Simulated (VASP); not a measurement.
CH4, in a box:

```xyz
5
Lattice="12.2282 0.0000 0.0000 0.0000 12.7282 0.0000 0.0000 0.0000 13.2282" Properties=species:S:1:pos:R:3 pbc="T T T"
C     6.1141    6.4141    6.6141
H     6.3289    5.4519    7.0949
H     6.8807    7.1448    6.8996
H     5.1290    6.7724    6.9372
H     6.1177    6.2872    5.5246
```

Base run:

```yaml
Program: VASP 6.6.1
Functional: optB86b-vdW
Potentials_or_basis: VASP PAW PBE potentials, release 64 (C, H)
Cutoff: 400 eV
k_mesh: 1 × 1 × 1
Occupations: gaussian, width 0.01 eV
Spin: no spin polarisation
```

Its results: gap between the frontier levels 8.67 eV.

Problem. The run is repeated on the same cell with these changes: functional from optB86b-vdW to PBE. What comes out?

Solution. Gap between the frontier levels 8.90 eV.

A k mesh can miss the band edges.

Not every run made on this cell is shown here.
